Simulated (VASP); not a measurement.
These are PBEsol GGA, VASP's PBE PAW potentials (set 64) (plane waves; VASP) values and carry that method's errors.

Input for VASP

### INCAR
```
! general
SYSTEM  = TiC
PREC    = Accurate
ENCUT   = 400
LREAL   = F
LASPH   = T

! electronic loop
EDIFF   = 1E-6
NELM    = 100
ALGO    = Normal
LMAXMIX = 4

! smearing
ISMEAR  = 0
SIGMA   = 0.05

! functional
GGA     = PS

! ions
ISIF    = 2

! output
LWAVE   = F
LCHARG  = F
```

**KPOINTS**
```
Automatic mesh
0
Gamma
4 4 4
0 0 0
```

**POSCAR**
```
TiC
4.331440
  0.0000000000   0.5000000000   0.5000000000
  0.5000000000   0.0000000000   0.5000000000
  0.5000000000   0.5000000000   0.0000000000
Ti C
1 1
Cart
 -0.0076225000   0.0008170000  -0.0112525000
  0.5076225000   0.4991830000   0.5112525000
```

POTCAR, in this order: Ti_sv C (PBE.64 set). Program: vasp_std.

Output of the run:

### OSZICAR
```
       N       E                     dE             d eps       ncg     rms          rms(c)
DAV:   1     0.981348388113E+02    0.98135E+02   -0.70714E+03   864   0.134E+03
DAV:   2    -0.168102947983E+02   -0.11495E+03   -0.10911E+03   900   0.345E+02
DAV:   3    -0.246853368305E+02   -0.78750E+01   -0.75632E+01  1124   0.881E+01
DAV:   4    -0.250808221265E+02   -0.39549E+00   -0.39511E+00  1116   0.183E+01
DAV:   5    -0.250952094477E+02   -0.14387E-01   -0.14387E-01  1168   0.307E+00    0.190E+01
DAV:   6    -0.203556212863E+02    0.47396E+01   -0.29867E+01  1032   0.698E+01    0.704E+00
DAV:   7    -0.197324065000E+02    0.62321E+00   -0.44828E+00  1016   0.272E+01    0.505E+00
DAV:   8    -0.196839843298E+02    0.48422E-01   -0.17997E-01   936   0.584E+00    0.261E+00
DAV:   9    -0.196838900024E+02    0.94327E-04   -0.11065E-01   996   0.387E+00    0.806E-01
DAV:  10    -0.196801079671E+02    0.37820E-02   -0.13899E-02  1216   0.178E+00    0.478E-01
DAV:  11    -0.196791897474E+02    0.91822E-03   -0.37187E-03   992   0.913E-01    0.154E-01
DAV:  12    -0.196791034916E+02    0.86256E-04   -0.24652E-04  1000   0.163E-01    0.362E-02
DAV:  13    -0.196790878952E+02    0.15596E-04   -0.30843E-05  1060   0.631E-02    0.955E-03
DAV:  14    -0.196790861563E+02    0.17389E-05   -0.48042E-06  1060   0.333E-02    0.186E-03
DAV:  15    -0.196790860757E+02    0.80550E-07   -0.23613E-07   520   0.751E-03
   1 F= -.19679086E+02 E0= -.19678424E+02  d E =-.132458E-02
```

### OUTCAR
```
------------------------ aborting loop because EDIFF is reached ----------------------------------------
  FORCE on cell =-STRESS in cart. coord.  units (eV):
  Direction    XX          YY          ZZ          XY          YZ          ZX
  --------------------------------------------------------------------------------------
  Total       -0.8883430     -0.8308871     -0.7461421      0.0359394      0.0415193     -0.3824992
  in kB      -70.0574515    -65.5263048    -58.8430538      2.8342929      3.2743429    -30.1650583
  external PRESSURE =     -64.8089367 kB  Pullay stress =       0.0000000 kB
  volume of cell :       20.32
      direct lattice vectors                 reciprocal lattice vectors
     0.000000000  2.165720000  2.165720000    -0.230870103  0.230870103  0.230870103
     2.165720000  0.000000000  2.165720000     0.230870103 -0.230870103  0.230870103
     2.165720000  2.165720000  0.000000000     0.230870103  0.230870103 -0.230870103
 POSITION                                       TOTAL-FORCE (eV/Angst)
 -----------------------------------------------------------------------------------
      2.13270      2.16926      4.28270         0.493499     -0.059276      0.690479
      2.19874      2.16218      2.21446        -0.493499      0.059276     -0.690479
 -----------------------------------------------------------------------------------
    total drift:                                0.000031     -0.000030     -0.000085
  FREE ENERGIE OF THE ION-ELECTRON SYSTEM (eV)
  ---------------------------------------------------
  free  energy   TOTEN  =       -19.6790860757 eV

  energy  without entropy=      -19.6777614948  energy(sigma->0) =      -19.67842379
```
(Selected blocks of OUTCAR.)

At this cut-off the stress carries a Pulay error, which pulls relaxed volumes low.

The structure comes from a computed database's TiC entry; how it stands against other phases isn't given here. The cell was not relaxed at this level, atoms are displaced from their ideal sites. The k-mesh is coarse (spacing up to 0.63 per Å, 2π included), so the numbers may not be converged in it. The run is one of a series of settings (KPOINTS 4×4×4 Γ-centred mesh against the base run), some of them coarse on purpose.
